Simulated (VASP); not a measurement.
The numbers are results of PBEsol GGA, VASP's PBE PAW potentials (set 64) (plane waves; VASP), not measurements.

A VASP calculation is set up with these files.

File POSCAR:
```
LiH(100) slab
1
    2.8113454178     0.0000000000     0.0000000000
    0.0000000000     2.8113454178     0.0000000000
    0.0000000000     0.0000000000    26.5445945787
Li H
6 6
Direct
  0.0000000000   0.5000000000   0.3139064731
  0.5000000000   0.0000000000   0.3874181879
  0.0000000000   0.5000000000   0.4625387249
  0.5000000000   0.0000000000   0.5374612751
  0.0000000000   0.5000000000   0.6125818121
  0.5000000000   0.0000000000   0.6860935269
  0.0000000000   0.5000000000   0.3874520656
  0.5000000000   0.0000000000   0.3121414398
  0.0000000000   0.5000000000   0.5374560561
  0.5000000000   0.0000000000   0.4625439439
  0.0000000000   0.5000000000   0.6878585602
  0.5000000000   0.0000000000   0.6125479344
```

**KPOINTS**
```
kpoints
0
Gamma
7 7 1
0 0 0
```

**INCAR**
```
# general
SYSTEM  =  LiH(100) slab
PREC    =  Normal
ENCUT   =  450
LREAL   =  F
LASPH   =  T

# electronic loop
EDIFF   =  1E-6
NELM    =  100
NELMIN  =  4
ALGO    =  Normal

# smearing
ISMEAR  =  0
SIGMA   =  0.05

# functional
GGA     =  PS

# output
LWAVE   =  F
LCHARG  =  F
LORBIT  =  11
LVHAR   =  T

# other
LDIPOL  =  T
IDIPOL  =  3
DIPOL   =  0.5 0.5 0.5
```

POTCAR, in this order: Li_sv H (PBE.64 set). Program: vasp_std. Read from the step before: WAVECAR.

Problem. What will the output report for the number of irreducible k-points (NKPTS), largest plane-wave count, number of space-group operations, FFT grid (NGX, NGY, NGZ)?

Solution. 
```yaml
number of irreducible k-points (NKPTS): 10
largest_plane_wave_count: 4581
number_of_space_group_operations: 16
FFT grid (NGX, NGY, NGZ): 16 × 16 × 140
```

The cell is a thin slab with vacuum, built from LiH (rock salt): (100) face.
